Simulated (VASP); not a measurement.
Data:

```xyz
4
Lattice="3.3015 0.0000 0.0000 -1.6508 2.8592 0.0000 0.0000 0.0000 8.1348" Properties=species:S:1:pos:R:3 pbc="T T T"
Ni     0.0000     1.9061     0.2827
Ni     1.6508     0.9531     4.3501
Sb     0.0000     1.9061     2.7679
Sb     1.6508     0.9531     6.8353
```

Computed with PBEsol GGA, VASP's PBE PAW potentials (set 64) (plane waves; VASP). Settings: 400 eV cut-off, 12×12×5 Γ-centred mesh, tetrahedra with Blöchl corrections, potentials Ni Sb.

The cores are frozen, which limits the accuracy of field gradients.

Task: Give the principal components of the electric field gradient (V/Å²) and the asymmetry η at each nucleus.

Result: 
```csv
atom,Vxx,Vyy,Vzz,η
Ni1,17.1,17.1,-34.3,0.00
Ni2,17.1,17.1,-34.3,0.00
Sb3,167.4,167.4,-334.8,0.00
Sb4,167.4,167.4,-334.8,0.00
```

The structure was generated: NiSb was put into the wurtzite type (P6_3mc), which need not be its known phase. It was relaxed first, which changed the volume by -31 %. The run is not spin-polarised, so no magnetic state was tried.
